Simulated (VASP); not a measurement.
Given:

```yaml
crystal:
  lattice:
    - [5.07323, 0.00000, 0.00000]
    - [0.00000, 5.07323, 0.00000]
    - [0.00000, 0.00000, 3.44783]
  atoms:
    - { symbol: Pb, position: [0.00000, 0.00000, 0.00000] }
    - { symbol: Pb, position: [0.50000, 0.50000, 0.50000] }
    - { symbol: O, position: [0.30799, 0.30799, 0.00000] }
    - { symbol: O, position: [0.80799, 0.19201, 0.50000] }
    - { symbol: O, position: [0.19201, 0.80799, 0.50000] }
    - { symbol: O, position: [0.69201, 0.69201, 0.00000] }
```

Method: PW91 GGA, VASP's PBE PAW potentials (set 64) (plane waves; VASP 6.6.1). Numerical set-up: 520 eV cut-off, 5×5×7 Γ-centred mesh, tetrahedra with Blöchl corrections, potentials Pb_d O.

Task: What does the run give for the energy per atom (σ→0)?

Result: 
```json
{
 "energy per atom (σ→0)": "-5.367 eV/atom"
}
```

The compound is PbO2 in the rutile structure. It was relaxed first, which changed the volume by +6 %.
